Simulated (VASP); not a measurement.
Set up this calculation in VASP 6.6.1, as the native input.

| Item | Value |
| --- | --- |
| Task | single point |
| Functional | PBEsol |
| Potentials or basis | VASP PAW PBE potentials, release 64 (Co, C) |
| Cutoff | 450 eV |
| k mesh | 3 × 5 × 5 |
| Occupations | gaussian, width 0.03 eV |
| Spin | collinear spin, ferromagnetic start |
| Starting moments | [1.0, 0.0, 0.0, 0.0, 0.0, 0.0, 0.0, 0.0, 0.0, 0.0, 0.0, 0.0, 0.0, 0.0, 0.0, 0.0, 0.0, 0.0, 0.0, 0.0, 0.0, 0.0, 0.0, 0.0] μB |
| Fixed moment | 1 μB |
| Hubbard terms | Co d U = 4 eV |
| Dq | 0 |
| Further INCAR settings | LREAL = Auto; ALGO = Normal; EDIFF = 1e-05; NBANDS = 72; ISYM = 0 |

The structure of CoC23 (a cell with a defect) lies in POSCAR:

```
CoC23                                   
1.0
    0.0000000000      5.3503200000      5.3503200000
    3.5668800000      0.0000000000      3.5668800000
    3.5668800000      3.5668800000      0.0000000000
  Co              C             
     1    23
Direct
     0.9983324907932565    0.0008668805022164    0.9976836596459712
     0.0009393379283153    0.9991166859729713    0.4962649425970048
     0.0009486416673892    0.4990705284221525    0.9963917883437972
     0.0010251057200016    0.4993562876872253    0.4964964277620974
     0.3338571370441947    0.0015523767317111    0.9989417318547115
     0.3386385622832975    0.9988098232821918    0.4897038082797182
     0.3386783114898459    0.4925112166993523    0.9960112183936440
     0.3330865140533815    0.5000525285321722    0.4974779614301031
     0.6680797438506496    0.9981919862584894    0.9954356231269985
     0.6617484392551822    0.0015963002176802    0.5020260667810995
     0.6617755987224023    0.5048192120534586    0.9988511416472495
     0.6678922875307317    0.4990057786046572    0.4963414657402317
     0.0938058313413729    0.1360516259934186    0.1333137871420144
     0.0958257624133339    0.1345008982472740    0.5827476977411632
     0.0959036041227929    0.5857778861116222    0.1315700479705288
     0.0848247796129922    0.6240651402706145    0.6213413024191135
     0.4254402855522293    0.1185730660177272    0.1157301308667261
     0.4136791897972215    0.1253445160816807    0.6267933178006823
     0.4137354827495483    0.6293276057246892    0.1227572250974908
     0.4183553073724433    0.6233447393613046    0.6205495436234926
     0.7176726162710478    0.1417426186056196    0.1389440289229677
     0.7511459928247689    0.1251757088315824    0.6210412417467974
     0.7511395222451591    0.6237799542201344    0.1224807621671123
     0.7491864553584587    0.6249916355700484    0.6222230788992771
```

The input as run:

INCAR

```
SYSTEM = CoC23
PREC = Accurate ; ENCUT = 450
EDIFF = 1E-5 ; ISMEAR = 0
SIGMA = 0.03 ; LREAL = Auto
LASPH = .TRUE. ; NELM = 120
ALGO = Normal ; ISIF = 2
LWAVE = .FALSE. ; LCHARG = .FALSE.
ISPIN = 2 ; MAGMOM = 1 0 0 0 0 0 0 0 0 0 0 0 0 0 0 0 0 0 0 0 0 0 0 0
LORBIT = 11 ; NUPDOWN = 1
LMAXMIX = 4 ; LDAU = .TRUE.
LDAUTYPE = 2 ; LDAUL = 2 -1
LDAUU = 4 0 ; LDAUJ = 0 0
LDAUPRINT = 1 ; GGA = PS
NBANDS = 72 ; ISYM = 0
KPAR = 4
```

KPOINTS

```
Automatic mesh
0
G
  3 5 5
  0 0 0
```

Potentials or basis: VASP PAW PBE potentials, release 64 (Co, C).

Run with:

```console
$ cat potpaw_PBE.64/Co/POTCAR potpaw_PBE.64/C/POTCAR > POTCAR
$ mpirun -np 4 vasp_std > vasp.out
```

It gave:

* Largest force: 0.150 eV/Å
* Net moment: 1.00 μB per cell
* Site moments: Co +0.72; C +0.00, +0.01, -0.00, -0.01, +0.04 μB
* Valence electrons inside the program's atomic spheres: Co 9.79; C 2.60, 2.58, 2.62, 2.61, 2.65, 2.63, 2.57, 2.56

Caveat: the PAW data sets were made with another functional, which shifts forces and pressure a little; the total moment is fixed, so each spin has its own Fermi level; the U is typed as a test and isn't derived for this compound.

Run time: 4.2 min on 4 MPI ranks on Intel(R) Xeon(R) 6975P-C (Granite Rapids) (shared host), peak memory 0.54 GiB a rank.
